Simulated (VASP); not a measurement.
Input for VASP

**INCAR**
```
SYSTEM = PbO2
PREC = Accurate; ENCUT = 520; LREAL = F
LASPH = T
EDIFF = 1E-7; NELM = 100; ALGO = Normal
LMAXMIX = 4
ISMEAR = -5
ISIF = 2
LWAVE = F; LCHARG = T; LORBIT = 11
NEDOS = 601
LEFG = T
```

**KPOINTS**
```
kpoints
0
G
 5 5 7
0 0 0
```

POSCAR:
```
PbO2
4.939720
  1.0000000871   0.0000000000   0.0000000000
  0.0000000000   1.0000000871   0.0000000000
  0.0000000000   0.0000000000   0.6875336380
Pb O
2 4
direct
  1.0000000000   1.0000000000   0.0000000000
  0.5000000000   0.5000000000   0.5000000000
  0.3073039205   0.3073039205   1.0000000000
  0.8073039205   0.1926960795   0.5000000000
  0.1926960795   0.8073039205   0.5000000000
  0.6926960795   0.6926960795   0.0000000000
```

POTCAR, in this order: Pb_d O (LDA.64 set). Program: vasp_std.

Q: Translate this LDA calculation to Ansatz.

A: One equivalent input (not run):
Ansatz 0.2 input:
```yaml
crystal:
  lattice:
    - [4.9397204, 0.0000000, 0.0000000]
    - [0.0000000, 4.9397204, 0.0000000]
    - [0.0000000, 0.0000000, 3.3962237]
  atoms:
    - { symbol: Pb, position: [1.0000000, 1.0000000, 0.0000000] }
    - { symbol: Pb, position: [0.5000000, 0.5000000, 0.5000000] }
    - { symbol: O, position: [0.3073039, 0.3073039, 1.0000000] }
    - { symbol: O, position: [0.8073039, 0.1926961, 0.5000000] }
    - { symbol: O, position: [0.1926961, 0.8073039, 0.5000000] }
    - { symbol: O, position: [0.6926961, 0.6926961, 0.0000000] }
kpoints:
  mp_grid: { grid: [5, 5, 7] }
hamiltonian:
  xc: lda
  pseudopotentials: { kind: paw }
scf:
  occupations: { method: tetrahedron }
  max_iter: 100
output: { forces: true, stress: true, eigenvalues: true }
```
What does not carry over: each code has its own PAW files, so the cut-off isn't converted (ENCUT is set for VASP's; basis.ecutwfc is left out, and Ansatz then takes the one that its files recommend); Ansatz stops its SCF on the density residual and VASP on the energy change (EDIFF); Ansatz's lda is the Perdew-Wang form, while the LDA potentials of VASP carry Perdew-Zunger's; the field gradients of LEFG aren't asked of the other code.

The compound is PbO2 in the rutile structure. It was relaxed first.
